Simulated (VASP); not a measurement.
Input for VASP

POSCAR:
```
RbBr
1
   -0.0000000000     2.8882448783     2.8882448783
    2.8882448783     0.0000000000     2.8882448783
    2.8882448783     2.8882448783    -0.0000000000
Rb Br
1 1
Direct
  0.0000000000   0.0000000000   0.0000000000
  0.5000000000   0.5000000000   0.5000000000
```

**INCAR**
```
# general
SYSTEM =RbBr
PREC   =Accurate
ENCUT  =480
LREAL  =.FALSE.   # projection in real space or not
LASPH  =.TRUE.   # aspherical one-centre terms

# electronic loop
EDIFF  =1E-7   # SCF stop (eV)
NELM   =100   # most electronic steps
ALGO   =Normal   # blocked Davidson
LMAXMIX=4

# smearing
ISMEAR =0   # Gaussian
SIGMA  =0.05

# functional
GGA    =PE   # PBE

# ions
IBRION =2
NSW    =40   # most ionic steps
ISIF   =3
EDIFFG =-0.01   # ionic stop
PSTRESS=300   # kbar

# output
LWAVE  =.FALSE.
LCHARG =.FALSE.
```

File KPOINTS:
```
Automatic mesh
0
Gamma
6 6 6
0 0 0
```

POTCAR, in this order: Rb_sv Br (PBE.64 set). Program: vasp_std.

Q: Write an equivalent input for Ansatz.

A: One equivalent input (not run):
Ansatz 0.2 input:
```yaml
crystal:
  lattice:
    - [0.0000000, 2.8882449, 2.8882449]
    - [2.8882449, 0.0000000, 2.8882449]
    - [2.8882449, 2.8882449, 0.0000000]
  atoms:
    - { symbol: Rb, position: [0.0000000, 0.0000000, 0.0000000] }
    - { symbol: Br, position: [0.5000000, 0.5000000, 0.5000000] }
kpoints:
  mp_grid: { grid: [6, 6, 6] }
hamiltonian:
  xc: pbe
  pseudopotentials: { kind: paw }
scf:
  occupations: { method: gaussian, width: 0.05 }
  max_iter: 100
relax:
  max_steps: 40
  f_tol: 0.01
  cell: { p_target: 30 }
output: { forces: true, stress: true, eigenvalues: true }
```
The two are equivalent in intent, not identical: each code has its own PAW files, so the cut-off isn't converted (ENCUT is set for VASP's; basis.ecutwfc is left out, and Ansatz then takes the one that its files recommend); Ansatz stops its SCF on the density residual and VASP on the energy change (EDIFF).

The compound is RbBr in the rock salt structure. It was relaxed first under an external pressure of 30 GPa.
